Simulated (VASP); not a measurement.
An input for Ansatz (written as the equivalent of a VASP run, and not itself run):

Ansatz 0.2 input:
```yaml
crystal:
  lattice:
    - [4.0742175, 0.0000000, 0.0000000]
    - [0.0000000, 4.0742175, 0.0000000]
    - [0.0000000, 0.0000000, 4.0742175]
  atoms:
    - { symbol: Cs, position: [0.0000000, 0.0000000, 0.0000000] }
    - { symbol: Cl, position: [0.5000000, 0.5000000, 0.5000000] }
kpoints:
  mp_grid: { grid: [6, 6, 6] }
hamiltonian:
  xc: pbesol
  pseudopotentials: { kind: paw }
scf:
  occupations: { method: gaussian, width: 0.05 }
  max_iter: 100
relax:
  max_steps: 60
  f_tol: 0.01
  cell: {}
output: { forces: true, stress: true, eigenvalues: true }
```

Translate this input to VASP (INCAR, KPOINTS, POSCAR, choice of POTCAR).

One answer among several that fit: 
**INCAR**
```
SYSTEM = CsCl
PREC = Accurate
ENCUT = 400
EDIFF = 1E-6
NELM = 100
ALGO = Normal
LREAL = .FALSE.
LASPH = .TRUE.
ISMEAR = 0
SIGMA = 0.05
GGA = PS
LMAXMIX = 4
LWAVE = .FALSE.
LCHARG = .FALSE.
IBRION = 2
ISIF = 3
NSW = 60
EDIFFG = -0.01
```

### KPOINTS
```
Automatic mesh
0
Gamma
6 6 6
0 0 0
```

### POSCAR
```
CsCl
1.0
  4.0742175020   0.0000000000   0.0000000000
  0.0000000000   4.0742175020   0.0000000000
  0.0000000000   0.0000000000   4.0742175020
Cs Cl
1 1
Cartesian
  0.0000000000   0.0000000000   0.0000000000
  2.0371087510   2.0371087510   2.0371087510
```

POTCAR, in this order: Cs_sv Cl (PBE.64 set). Program: vasp_std.

What does not carry over: each code has its own PAW files, so the cut-off isn't converted (ENCUT is set for VASP's; basis.ecutwfc is left out, and Ansatz then takes the one that its files recommend); Ansatz stops its SCF on the density residual and VASP on the energy change (EDIFF).

The structure was generated: CsCl was put into the CsCl type type (Pm-3m), which need not be its known phase. It was relaxed first, which changed the volume by -26 %. The start is the result of an earlier pass.
